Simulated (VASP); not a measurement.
# NbAs: how numerical settings change the zone-centre modes, part 3 of 3

How far do the zone-centre frequencies of NbAs depend on the numerical settings? The starting structure is a measured crystal structure from the Crystallography Open Database.

VASP 6.6.1.

Results so far: reference A1 273.9 cm⁻¹; a 6×6×6 mesh A1 272.9 cm⁻¹; a cutoff of 290 eV A1 275.0 cm⁻¹.

## 5. Modes with a 14×14×14 mesh

Level of this step: LDA; plane waves and PAW (Nb_sv, As) (VASP).

Against step 2 the input has a 14×14×14 mesh.

INCAR reads:

```
SYSTEM = NbAs
PREC = Accurate
ENCUT = 450
EDIFF = 1E-08
NELM = 100
ISMEAR = 0
SIGMA = 0.05
LREAL = .FALSE.
ALGO = Normal
GGA = CA
NBANDS = 24
LASPH = .TRUE.
LORBIT = 11
LWAVE = .FALSE.
LCHARG = .FALSE.
KPAR = 8
IBRION = 8
ISIF = 2
```

POSCAR reads:

```
NbAs
1.0
   -3.4196238366      0.0000000000      0.0000000000
    0.0000000000      3.4196238366      0.0000000000
    1.7098119183     -1.7098119183     -5.7669809977
Nb As
2 2
Direct
    0.0012480061      0.5012480061      0.0024960120
    0.2512480061      0.2512480061      0.5024960120
    0.5827519939      0.0827519939      0.1655039880
    0.8327519939      0.8327519939      0.6655039880
```

KPOINTS reads:

```
Automatic mesh
0
Gamma
14 14 14
0 0 0
```

PAW data sets: Nb_sv and As (LDA family, release 64).

Started as:

```console
$ mpirun -np 8 vasp_std
```

Log:

```text
[... set-up lines as in an earlier step ...]
 entering main loop
       N       E                     dE             d eps       ncg     rms          rms(c)
DAV:   1     0.339380386035E+03    0.33938E+03   -0.17703E+04 11712   0.134E+03
DAV:   2    -0.101278768681E+02   -0.34951E+03   -0.34208E+03 15384   0.537E+02
DAV:   3    -0.364910450817E+02   -0.26363E+02   -0.26006E+02 20960   0.108E+02
DAV:   4    -0.382316824626E+02   -0.17406E+01   -0.17343E+01 18472   0.230E+01
[...]
DAV:  12    -0.363792301667E+02    0.56465E-06   -0.34891E-06 18440   0.150E-02    0.356E-03
DAV:  13    -0.363792301075E+02    0.59155E-07   -0.24159E-07 18680   0.416E-03    0.129E-03
DAV:  14    -0.363792300994E+02    0.81141E-08   -0.68923E-08 16104   0.228E-03
   1 F= -.36379230E+02 E0= -.36378771E+02  d E =-.919089E-03
 Linear response reoptimize wavefunctions to high precision
DAV:   1    -0.363792300999E+02   -0.42610E-09   -0.58519E-09 13520   0.730E-04
DAV:   2    -0.363792301000E+02   -0.10232E-09   -0.58267E-10 11376   0.284E-04
[...]
RMM:  20    -0.434135686819E-01    0.51789E-10   -0.11445E-07 85243   0.115E-04    0.100E-07
RMM:  21    -0.434135686346E-01    0.47289E-10   -0.11261E-07 82268   0.114E-04    0.150E-07
RMM:  22    -0.434135685989E-01    0.35705E-10   -0.11483E-07 81219   0.114E-04    0.633E-08
 first order change of Fermi-energy  -0.11397E-04
 force on displaced ion       3 direction 2 :  -0.000  -9.720  -0.000
 Linear response progress:
  Degree of freedom:   6/  6
       N       E                     dE             d eps       ncg     rms          rms(c)
RMM:   1    -0.645559138221E-01   -0.64556E-01   -0.18435E-02 51522   0.103E+00
RMM:   2    -0.561881931915E-01    0.83677E-02   -0.65981E-03 39010   0.420E-01    0.118E-01
RMM:   3    -0.564226520004E-01   -0.23446E-03   -0.20041E-03 39887   0.218E-01    0.108E-01
RMM:   4    -0.563132569574E-01    0.10940E-03   -0.54252E-04 42387   0.118E-01    0.499E-02
[...]
RMM:  12    -0.564624516102E-01   -0.14229E-07   -0.14101E-08 56834   0.427E-04    0.183E-05
RMM:  13    -0.564625035037E-01   -0.51894E-07   -0.53863E-08 58027   0.269E-04    0.677E-06
RMM:  14    -0.564625004772E-01    0.30265E-08   -0.75784E-08 57828   0.188E-04    0.592E-06
 first order change of Fermi-energy  -0.12818E-01
 force on displaced ion       3 direction 3 :  -0.000   0.000 -14.454
 Linear response finished
```

Wall time 33 min (8 MPI ranks of AMD EPYC 7R43, shared host); peak memory 14 GiB.

Parts of OUTCAR (step 5):

```text
  Total       -0.0089755     -0.0089755     -0.0166761      0.0000000      0.0000000      0.0000000
  in kB       -0.2132385     -0.2132385     -0.3961862      0.0000000      0.0000000      0.0000000
  external PRESSURE =      -0.2742211 kB  Pullay stress =       0.0000000 kB

 POSITION                                       TOTAL-FORCE (eV/Angst)
 -----------------------------------------------------------------------------------
     -0.00000      1.70981     -0.01439        -0.000000     -0.000000     -0.001537
     -0.00000      0.00000     -2.89788         0.000000      0.000000     -0.001537
     -1.70981     -0.00000     -0.95446        -0.000000     -0.000000      0.001537
     -1.70981      1.70981     -3.83795         0.000000      0.000000      0.001537
 -----------------------------------------------------------------------------------
    total drift:                                0.000014     -0.000014     -0.000592

[... 1 part as in an earlier step ...]

[... 1 further part left out ...]
```

With a 14×14×14 mesh the modes are at the top A1 274.4, E (3) 273.3 cm⁻¹, at the bottom B1 (1) 233.9, E (1) 152.5 cm⁻¹, with 2 more of the listed ones between; the largest shift is +3.4 cm⁻¹, in E (3), from the reference.

## 6. Modes with a smearing width of 0.02 eV

Against step 2 the input has SIGMA = 0.02.

INCAR, as its differences from that of step 5:

```diff
@@ -6,3 +6,3 @@
 ISMEAR = 0
-SIGMA = 0.05
+SIGMA = 0.02
 LREAL = .FALSE.
```

POSCAR is that of step 5.

KPOINTS reads:

```
Automatic mesh
0
Gamma
10 10 10
0 0 0
```

Started as:

```console
$ mpirun -np 8 vasp_std
```

Log:

```text
[... set-up lines as in an earlier step ...]
 entering main loop
       N       E                     dE             d eps       ncg     rms          rms(c)
DAV:   1     0.339678581942E+03    0.33968E+03   -0.17656E+04  4896   0.134E+03
DAV:   2    -0.942748013589E+01   -0.34911E+03   -0.34122E+03  6272   0.537E+02
DAV:   3    -0.365085254277E+02   -0.27081E+02   -0.26688E+02  8904   0.109E+02
DAV:   4    -0.382161283802E+02   -0.17076E+01   -0.17011E+01  7544   0.229E+01
[...]
DAV:  13    -0.363727518772E+02    0.56282E-07   -0.28464E-07  7928   0.400E-03    0.122E-03
DAV:  14    -0.363727518643E+02    0.12836E-07   -0.95271E-08  7216   0.251E-03    0.165E-04
DAV:  15    -0.363727518650E+02   -0.67575E-09   -0.43612E-09  4840   0.773E-04
   1 F= -.36372752E+02 E0= -.36372646E+02  d E =-.212028E-03
 Linear response reoptimize wavefunctions to high precision
DAV:   1    -0.363727518651E+02   -0.13279E-09   -0.10751E-09  4656   0.415E-04
DAV:   2    -0.363727518652E+02   -0.70941E-10   -0.54326E-10  4816   0.277E-04
 Linear response DOF=           6
 Linear response progress:
[...]
RMM:  19    -0.434483140856E-01   -0.48343E-09   -0.14651E-07 32990   0.135E-04    0.462E-07
RMM:  20    -0.434483140901E-01   -0.44411E-11   -0.15838E-07 32540   0.134E-04    0.219E-07
RMM:  21    -0.434483141348E-01   -0.44771E-10   -0.14427E-07 30644   0.134E-04    0.696E-08
 first order change of Fermi-energy  -0.20538E-04
 force on displaced ion       3 direction 2 :  -0.000  -9.602  -0.000
 Linear response progress:
  Degree of freedom:   6/  6
       N       E                     dE             d eps       ncg     rms          rms(c)
RMM:   1    -0.645818134636E-01   -0.64582E-01   -0.18554E-02 20633   0.103E+00
RMM:   2    -0.562070682963E-01    0.83747E-02   -0.66383E-03 15585   0.419E-01    0.119E-01
RMM:   3    -0.564552279394E-01   -0.24816E-03   -0.21402E-03 15816   0.220E-01    0.109E-01
RMM:   4    -0.563274196679E-01    0.12781E-03   -0.54824E-04 16739   0.119E-01    0.500E-02
[...]
RMM:  11    -0.564765817972E-01    0.43074E-07   -0.11655E-07 22438   0.830E-04    0.970E-05
RMM:  12    -0.564767495327E-01   -0.16774E-06   -0.11267E-07 21852   0.478E-04    0.289E-05
RMM:  13    -0.564767478768E-01    0.16559E-08   -0.62224E-08 23077   0.297E-04    0.108E-05
 first order change of Fermi-energy  -0.13580E-01
 force on displaced ion       3 direction 3 :   0.000   0.000 -14.417
 Linear response finished
```

Run time: 18 min. Hardware: 8 MPI ranks; peak memory 6.1 GiB.

OUTCAR, selected parts (step 6):

```text
  Total       -0.0085067     -0.0085067      0.0160422      0.0000000      0.0000000      0.0000000
  in kB       -0.2020994     -0.2020994      0.3811275      0.0000000      0.0000000      0.0000000
  external PRESSURE =      -0.0076904 kB  Pullay stress =       0.0000000 kB

 POSITION                                       TOTAL-FORCE (eV/Angst)
 -----------------------------------------------------------------------------------
     -0.00000      1.70981     -0.01439         0.000000     -0.000000      0.000280
     -0.00000      0.00000     -2.89788         0.000000     -0.000000      0.000280
     -1.70981     -0.00000     -0.95446         0.000000      0.000000     -0.000280
     -1.70981      1.70981     -3.83795        -0.000000     -0.000000     -0.000280
 -----------------------------------------------------------------------------------
    total drift:                                0.000014     -0.000014     -0.000670

[... 2 parts as in an earlier step ...]
```

With a smearing width of 0.02 eV the modes are at the top A1 273.7, E (3) 267.5 cm⁻¹, at the bottom B1 (1) 229.5, E (1) 151.1 cm⁻¹, with 2 more of the listed ones between; the largest shift is -3.6 cm⁻¹, in E (2), from the reference.

## 7. Modes with finite displacements

Against step 2 the input has IBRION = 6, NFREE = 2 and POTIM = 0.015 (also changed: NSW).

INCAR, as its differences from that of step 6:

```diff
@@ -6,3 +6,3 @@
 ISMEAR = 0
-SIGMA = 0.02
+SIGMA = 0.05
 LREAL = .FALSE.
@@ -16,3 +16,6 @@
 KPAR = 8
-IBRION = 8
+IBRION = 6
+NFREE = 2
+POTIM = 0.015
+NSW = 1
 ISIF = 2
```

POSCAR is that of step 6.

KPOINTS is that of step 6.

Started as:

```console
$ mpirun -np 8 vasp_std
```

Log:

```text
[... set-up lines as in an earlier step ...]
 entering main loop
       N       E                     dE             d eps       ncg     rms          rms(c)
[... 15 cycles as in an earlier step ...]
   1 F= -.36373241E+02 E0= -.36372672E+02  d E =-.113821E-02
[... from here on, the cycles between the ionic steps are left out ...]
   2 F= -.36372047E+02 E0= -.36371532E+02  d E =-.103015E-02
   3 F= -.36372048E+02 E0= -.36371533E+02  d E =-.103015E-02
   4 F= -.36371471E+02 E0= -.36370905E+02  d E =-.113290E-02
   5 F= -.36371470E+02 E0= -.36370904E+02  d E =-.113290E-02
   6 F= -.36371548E+02 E0= -.36370992E+02  d E =-.111163E-02
   7 F= -.36371578E+02 E0= -.36371007E+02  d E =-.114234E-02
   8 F= -.36371771E+02 E0= -.36371249E+02  d E =-.104358E-02
   9 F= -.36371771E+02 E0= -.36371249E+02  d E =-.104357E-02
  10 F= -.36372159E+02 E0= -.36371594E+02  d E =-.112823E-02
[...]
hard stop encountered!  aborting job ...
[...]
|     The electronic self-consistency was not achieved in the given           |
[...]
soft stop encountered!  aborting job ...
  11 F= -.36372159E+02 E0= -.36371595E+02  d E =-.112823E-02
 deleting file STOPCAR
```

The job ended after 11 min (8 MPI ranks; peak memory 4.7 GiB).

The run was stopped at its time limit.

## 8. The runs compared

```csv
run,ended,A1,E (3),E (2),B1 (2),B1 (1),E (1),method,core minutes
reference,converged,273.9,269.9,257.8,252.9,230.5,151.9,perturbation theory,146.0
a 6×6×6 mesh,converged,272.9,265.4,239.9,249.9,215.6,147.7,perturbation theory,37.3
a cutoff of 290 eV,converged,275.0,270.3,258.0,253.3,233.0,151.1,perturbation theory,66.5
a 14×14×14 mesh,converged,274.4,273.3,259.8,253.7,233.9,152.5,perturbation theory,261.0
a smearing width of 0.02 eV,converged,273.7,267.5,254.2,253.0,229.5,151.1,perturbation theory,147.0
finite displacements,cut off by time,-,-,-,-,-,-,finite displacements,85.8
```

Modes are in cm⁻¹, degenerate ones as one, matched between runs by symmetry and order. A number in brackets counts the listed modes of one symmetry from the lowest. The symmetry labels come from an automatic analysis and can be wrong where levels nearly coincide. Core minutes are wall time times ranks of the run shown, on a shared host.

## 9. Summary of results

```yaml
a1_reference: 273.9 cm⁻¹
e_1_reference: 151.9 cm⁻¹
a1_a_6x6x6_mesh: 272.9 cm⁻¹
e_1_a_6x6x6_mesh: 147.7 cm⁻¹
a1_a_cutoff_of_290_ev: 275.0 cm⁻¹
e_1_a_cutoff_of_290_ev: 151.1 cm⁻¹
a1_a_14x14x14_mesh: 274.4 cm⁻¹
e_1_a_14x14x14_mesh: 152.5 cm⁻¹
a1_a_smearing_width_of_0p02_ev: 273.7 cm⁻¹
e_1_a_smearing_width_of_0p02_ev: 151.1 cm⁻¹
```

The largest change comes with a 6×6×6 mesh: -17.9 cm⁻¹ in E (2). On finer settings the modes change by up to +3.4 cm⁻¹ in E (3) with a 14×14×14 mesh. Other changes move the modes by more: -17.9 cm⁻¹ in E (2) with a 6×6×6 mesh. No result to use came from finite displacements. Further runs on this material are not shown.

[Lines on the potential files, build, host, timing and source positions are cut from VASP's logs without a mark.]

[Logs are printed without paths, hosts, clocks, repeated set-up lines and the standing remarks that a program may print on its own settings, such as how far it seeks lower states.]

[Hosts, paths, dates, database ids (printed as entryN), source tags and the programs' standing remarks are cut or masked in the printed files.]
